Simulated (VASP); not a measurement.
Calculation: PBEsol GGA, VASP's PBE PAW potentials (set 64) (plane waves; VASP).

A VASP calculation is set up with these files.

### POSCAR
```
SmB2
1
   -1.9234604196     1.9234604196     3.3958220919
    1.9234604196    -1.9234604196     3.3958220919
    1.9234604196     1.9234604196    -3.3958220919
Sm B
1 2
Direct
  0.0000000000   0.0000000000   0.0000000000
  0.3837846377   0.3837846377   0.0000000000
  0.6162153623   0.6162153623   0.0000000000
```

### KPOINTS
```
K-points
0
Gamma
 10 10 10
```

### INCAR
```
# general
SYSTEM  = SmB2
PREC    = Accurate
ENCUT   = 600
LREAL   = .False.
LASPH   = .True.

# electronic loop
EDIFF   = 1E-7
NELM    = 100
ALGO    = Normal
LMAXMIX = 6

# smearing
ISMEAR  = 1
SIGMA   = 0.1

# functional
GGA     = PS

# ions
IBRION  = 2
NSW     = 30
ISIF    = 2
EDIFFG  = -0.01

# output
LWAVE   = .False.
LCHARG  = .False.
```

POTCAR, in this order: Sm_3 B (PBE.64 set). Program: vasp_std.

The 4f electrons are frozen in the core of the lanthanide potential, so 4f levels, which can set the real gap, and their magnetism are missing.

Task: What does the run give for the energy per atom (σ→0), band gap (on the k-mesh)?

Result: 
```
Property                                                    Result
------------------------  ----------------------------------------
energy per atom (σ→0)                               -5.927 eV/atom
band gap (on the k-mesh)  none (metal, semimetal or under 0.01 eV)
```

OSZICAR:
```
...
       N       E                     dE             d eps       ncg     rms          rms(c)
DAV:   1    -0.177836669551E+02   -0.91492E-02   -0.28744E-01  2448   0.343E+00    0.242E-01
DAV:   2    -0.177809528350E+02    0.27141E-02   -0.80120E-03  2996   0.585E-01    0.879E-02
DAV:   3    -0.177807230130E+02    0.22982E-03   -0.17902E-03  2928   0.225E-01    0.260E-02
DAV:   4    -0.177807166149E+02    0.63981E-05   -0.20115E-04  2956   0.924E-02    0.151E-02
DAV:   5    -0.177807134751E+02    0.31398E-05   -0.11675E-05  2820   0.223E-02    0.352E-03
DAV:   6    -0.177807134181E+02    0.56954E-07   -0.93021E-07  2916   0.705E-03
   3 F= -.17780713E+02 E0= -.17780984E+02  d E =-.575999E-02
```

The structure was generated: SmB2 was put into the MoSi2 type (I4/mmm), which need not be its known phase. This cell was strained or had an atom moved on purpose. Symmetry was kept, so distortions that lower it aren't found. The electron count is odd and the run is not spin-polarised, which forces a metal.
